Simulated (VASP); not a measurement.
Given:

```yaml
crystal:
  lattice:
    - [12.01370, 0.00000, 0.00000]
    - [0.00000, 3.91432, 0.00000]
    - [0.00000, 0.00000, 11.57288]
  atoms:
    - { symbol: Sb, position: [0.85735, 0.75000, 0.46558] }
    - { symbol: Sb, position: [0.14265, 0.25000, 0.53442] }
    - { symbol: Sb, position: [0.64265, 0.25000, 0.96558] }
    - { symbol: Sb, position: [0.35735, 0.75000, 0.03442] }
    - { symbol: Sb, position: [0.96694, 0.25000, 0.17308] }
    - { symbol: Sb, position: [0.03306, 0.75000, 0.82692] }
    - { symbol: Sb, position: [0.53306, 0.75000, 0.67308] }
    - { symbol: Sb, position: [0.46694, 0.25000, 0.32692] }
    - { symbol: S, position: [0.87593, 0.75000, 0.06147] }
    - { symbol: S, position: [0.12407, 0.25000, 0.93853] }
    - { symbol: S, position: [0.62407, 0.25000, 0.56147] }
    - { symbol: S, position: [0.37593, 0.75000, 0.43853] }
    - { symbol: S, position: [0.04854, 0.75000, 0.37923] }
    - { symbol: S, position: [0.95146, 0.25000, 0.62077] }
    - { symbol: S, position: [0.45146, 0.25000, 0.87923] }
    - { symbol: S, position: [0.54854, 0.75000, 0.12077] }
    - { symbol: S, position: [0.30025, 0.25000, 0.18855] }
    - { symbol: S, position: [0.69975, 0.75000, 0.81145] }
    - { symbol: S, position: [0.19975, 0.75000, 0.68855] }
    - { symbol: S, position: [0.80025, 0.25000, 0.31145] }
```

The numbers are results of PBE GGA, VASP's PBE PAW potentials (set 64) (plane waves; VASP 6.6.1), not measurements. Settings: LREAL = Auto, 300 eV cut-off, 1×3×1 Γ-centred mesh, Fermi-Dirac smearing of 0.050 eV, potentials Sb S.

Unless said otherwise, spin-orbit coupling is left out, though it shifts the bands of the heavy elements here.

Question: Estimate the energy per atom (σ→0), pressure, band gap (on the k-mesh) with the smallest direct gap where there is one.

Answer: 
The band gap (on the k-mesh) is 1.52 eV, the smallest direct gap (on the k-mesh) comes out as 1.52 eV and the energy per atom (σ→0) is -4.379 eV/atom. The pressure comes out as -1.99 GPa.

Only differences to runs with the same potentials and settings are physical.

The structure comes from a computed database's Sb2S3 entry, a phase known from measurement. The cell was not relaxed at this level. The k-mesh is coarse (spacing up to 0.54 per Å, 2π included), so the numbers may not be converged in it.
